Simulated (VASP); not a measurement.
```
CdSe
1.0
    0.00000     3.01216     3.01216
    3.01216     0.00000     3.01216
    3.01216     3.01216     0.00000
Cd Se
1 1
Direct
  0.00000   0.00000   0.00000
  0.25000   0.25000   0.25000
```

Calculation: LDA (Ceperley-Alder, Perdew-Zunger), VASP's LDA PAW potentials (set 64) (plane waves; VASP). Numerical set-up: 520 eV cut-off, 8×8×8 Γ-centred mesh, Gaussian smearing of 0.050 eV, potentials Cd Se.

Problem. Predict the energy per atom (σ→0), band gap (on the k-mesh) with the smallest direct gap where there is one.

Solution. 
```
Property                                     Result
-----------------------------------  --------------
band gap (on the k-mesh)                    0.42 eV
smallest direct gap (on the k-mesh)         0.42 eV
energy per atom (σ→0)                -3.381 eV/atom
```

Total energies compare only between runs with the same potentials, cut-off and functional.

The compound is CdSe in the zinc blende structure, whereas wurtzite is the usual form. It was relaxed first.
